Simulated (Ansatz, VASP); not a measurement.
## Two plane-wave programs on NaSb2Au

The input POSCAR:

```
NaSb2Au
1.0
    4.3573000000      0.0000000000      0.0000000000
   -2.1786500000      3.7735400000      0.0000000000
    0.0000000000      0.0000000000      6.8184700000
Na Sb Au
1 2 1
Direct
    0.0000000000      0.0000000000      0.5000000000
    0.6666700000      0.3333300000      0.8163200000
    0.3333300000      0.6666700000      0.1836800000
    0.0000000000      0.0000000000      0.0000000000
```

Contents of INCAR.step1:

```
PREC     = Accurate       # precision mode
ENCUT    = 520            # plane-wave cutoff, eV
EDIFF    = 1E-5           # SCF threshold, eV
ISMEAR   = -1             # smearing method
SIGMA    = 0.05           # smearing width, eV
LREAL    = False          # projectors in reciprocal space
LASPH    = True           # aspherical terms in the spheres
NELM     = 80             # most SCF steps
ALGO     = Normal         # electronic algorithm
ISIF     = 2              # what is computed and relaxed
LWAVE    = True           # write WAVECAR
LCHARG   = False          # write CHGCAR
NBANDS   = 22             # bands
GGA      = PE             # functional
```

Contents of INCAR.step2:

```
PREC     = Accurate       # precision mode
ENCUT    = 520            # plane-wave cutoff, eV
EDIFF    = 1E-6           # SCF threshold, eV
ISMEAR   = -1             # smearing method
SIGMA    = 0.05           # smearing width, eV
LREAL    = False          # projectors in reciprocal space
LASPH    = True           # aspherical terms in the spheres
NELM     = 80             # most SCF steps
ALGO     = Normal         # electronic algorithm
ISIF     = 2              # what is computed and relaxed
LWAVE    = False          # write WAVECAR
LCHARG   = False          # write CHGCAR
GGA      = PE             # functional
LHFCALC  = True           # exact exchange
HFSCREEN = 0.2            # screening, 1/A
AEXX     = 0.4            # exact-exchange fraction
PRECFOCK = Fast         
NBANDS   = 22             # bands
ISTART   = 1
```

File KPOINTS:

```
regular mesh
0
Gamma
  4 4 2
```

Contents of input.yaml:

```yaml
crystal:
  lattice:
    - [4.3573, 0.0, 0.0]
    - [-2.17865, 3.77354, 0.0]
    - [0.0, 0.0, 6.81847]
  atoms:
    - { symbol: Na, position: [0.0, 0.0, 0.5] }
    - { symbol: Sb, position: [0.66667, 0.33333, 0.81632] }
    - { symbol: Sb, position: [0.33333, 0.66667, 0.18368] }
    - { symbol: Au, position: [0.0, 0.0, 0.0] }
hamiltonian:
  xc: { exchange: pbe, correlation: pbe, exx: { coeff: 0.4, omega: 0.2 } }
  pseudopotentials: { kind: paw }
kpoints:
  mp_grid: { grid: [4, 4, 2] }
scf:
  occupations: { method: fermi_dirac, width: 0.05 }
output:
  forces: true
  stress: true
  eigenvalues: true
  write_density: true
  write_potential: true
  elf: true
  volumetric_format: npy
```

The cell was built by a generator and needn't be a form met in nature.

Alike in both runs: task single point; functional HSE(alpha, omega); k mesh 4 × 4 × 2; occupations fermi-dirac, width 0.05 eV; no spin polarisation.

|  | VASP | Ansatz |
| --- | --- | --- |
| version | VASP 6.6.1 | Ansatz 0.2.0 |
| potentials or method | VASP PAW PBE potentials, release 64 (Na_pv, Sb, Au) | Ansatz PAW |
| plane-wave cutoff (eV) | 520 | 420 |
| valence electrons in the cell | 28 | 58 |

```tsv
	VASP	Ansatz	Ansatz less VASP
gap on the k mesh at the Fermi level (eV)	none	none	-
pressure (GPa)	-3.8	-2.6	+1.16
largest component of the traceless stress (GPa)	2.14	1.94	-0.201
rms of the force components (eV/Å)	0.211	0.137	-0.0737
```

Atom by atom the forces differ by 0.074 eV/Å (rms over components). A gap of «none» marks a metal or a gap that the smearing closes. The two sets of potentials don't hold the same shells in valence.

Caveats: the k mesh is coarse (spacing up to 0.46 Å⁻¹), so the values aren't converged, least of all with exact exchange; the PAW data sets were made with another functional, which shifts forces and pressure a little (VASP); the PAW data sets come from PBE, with cores solved anew for the run's functional, which leaves a small shift of forces and pressure (Ansatz); the thresholds are loose for stress (Ansatz). The runs have no spin-orbit coupling, so splittings on Au, Sb are missing.
